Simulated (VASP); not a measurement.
An input for Quantum ESPRESSO's pw.x (written as the equivalent of a VASP run, and not itself run):

```
&CONTROL
  calculation = 'scf'
  pseudo_dir = './pseudo'
  outdir = './out'
  tprnfor = .true.
  tstress = .true.
/
&SYSTEM
  ibrav = 0
  nat = 2
  ntyp = 2
  ecutwfc = 62
  occupations = 'smearing'
  smearing = 'fermi-dirac'
  degauss = 0.000735
  input_dft = 'pz'
/
&ELECTRONS
  conv_thr = 7.3e-08
  electron_maxstep = 100
/
ATOMIC_SPECIES
  Tl 204.380 Tl.upf
  Cl 35.450 Cl.upf
CELL_PARAMETERS angstrom
     0.0000000    3.2195500    3.2195500
     3.2195500    0.0000000    3.2195500
     3.2195500    3.2195500    0.0000000
ATOMIC_POSITIONS crystal
  Tl   0.0000000  0.0000000  0.0000000
  Cl   0.5000000  0.5000000  0.5000000
K_POINTS automatic
  5 5 5 0 0 0
```

Task: Write the VASP files for the same calculation (LDA).

Result: This is not unique; one that fits is 
POSCAR:
```
TlCl
4.5531310
  0.0000000000   0.7071068239   0.7071068239
  0.7071068239   0.0000000000   0.7071068239
  0.7071068239   0.7071068239   0.0000000000
Tl Cl
1 1
Cartesian
  0.0000000000   0.0000000000   0.0000000000
  0.7071068239   0.7071068239   0.7071068239
```

### KPOINTS
```
Automatic mesh
0
Gamma
5 5 5
0 0 0
```

### INCAR
```
ALGO = Normal
EDIFF = 1E-6
ENCUT = 300
ISIF = 2
ISMEAR = -1
LASPH = T
LCHARG = F
LMAXMIX = 4
LREAL = F
LWAVE = F
NELM = 100
PREC = Accurate
SIGMA = 0.01
SYSTEM = TlCl
```

POTCAR, in this order: Tl_d Cl (LDA.64 set). Program: vasp_std.

Limits of the translation: the potentials are each code's own (VASP's PAW set, PseudoDojo norm-conserving files in pw.x), so ENCUT and ecutwfc are chosen apart and not converted; conv_thr bounds pw.x's estimated SCF error, while EDIFF bounds the energy change between steps.

The structure comes from a computed database's TlCl entry (Fm-3m); how it stands against other phases isn't given here. The cell was not relaxed at this level.
